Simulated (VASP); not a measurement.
Calculation: PBEsol GGA, VASP's PBE PAW potentials (set 64) (plane waves; VASP).

Input for VASP

KPOINTS:
```
Automatic mesh
0
Gamma
8 8 8
0 0 0
```

INCAR:
```
PREC = Accurate
LWAVE = .FALSE.
EDIFF = 1E-6
ALGO = Normal   ! blocked Davidson
LCHARG = .FALSE.
ISMEAR = -1   ! Fermi-Dirac
ISIF = 2   ! forces and stress, cell fixed
LREAL = .FALSE.   ! projection in real space or not
LMAXMIX = 4   ! l cut-off of mixed one-centre charges
LASPH = .TRUE.
SIGMA = 0.1   ! width (eV)
SYSTEM = Ca(CoSi)2
NELM = 100   ! most electronic steps
ENCUT = 300
GGA = PS
```

**POSCAR**
```
Ca(CoSi)2
1
   -1.9344490000     1.9344490000     4.9367690000
    1.9344490000    -1.9344490000     4.9367690000
    1.9344490000     1.9344490000    -4.9367690000
Ca Co Si
1 2 2
Direct
  0.0000000000   0.0000000000   0.0000000000
  0.2500000000   0.7500000000   0.5000000000
  0.7500000000   0.2500000000   0.5000000000
  0.6337500000   0.6337500000   0.0000000000
  0.3662500000   0.3662500000   0.0000000000
```

POTCAR, in this order: Ca_sv Co Si (PBE.64 set). Program: vasp_std.

Question: What will the output report for the number of irreducible k-points (NKPTS), largest plane-wave count, number of space-group operations, FFT grid (NGX, NGY, NGZ)?

Answer: 
```
Item                                           Value
--------------------------------------  ------------
number of irreducible k-points (NKPTS)            59
largest plane-wave count                         890
number of space-group operations                  16
FFT grid (NGX, NGY, NGZ)                32 × 32 × 32
```

The structure comes from a computed database's CaCo2Si2 entry (I4/mmm); how it stands against other phases isn't given here. The cell was not relaxed at this level. The run is one of a series of settings (GGA = PS, POTCAR Ca_sv Co Si (PBE.64 set) against the base run), some of them coarse on purpose. The run is not spin-polarised, so no magnetic state was tried.
